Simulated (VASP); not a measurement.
Input:

```yaml
crystal:
  lattice:
    - [0.00000, 2.04063, 2.04063]
    - [2.04063, 0.00000, 2.04063]
    - [2.04063, 2.04063, 0.00000]
  atoms:
    - { symbol: Ag, position: [0.00000, 0.00000, 0.00000] }
```

All values below come from r2SCAN+rVV10, VASP's PBE PAW potentials (set 64) (plane waves; VASP 6.6.1). Numerical set-up: 520 eV cut-off, 17×17×17 Γ-centred mesh, tetrahedra with Blöchl corrections, potentials Ag.

Question: Give the energies of bands 1 to 7 at the high-symmetry points, in eV from the Fermi level.

Answer: 
```csv
band,Γ,X,U,L,W
1,-8.05,-6.86,-6.42,-6.80,-6.09
2,-5.19,-6.74,-5.98,-5.22,-5.46
3,-5.19,-3.35,-4.43,-5.22,-5.46
4,-5.19,-3.10,-3.91,-3.31,-4.12
5,-4.13,-3.10,-3.38,-3.31,-3.09
6,-4.13,1.65,4.41,-0.42,6.14
7,16.59,6.95,5.44,3.68,6.14
```

It has no gap at this level: it comes out as a metal or semimetal.

The compound is Ag in the fcc structure. It was relaxed first.
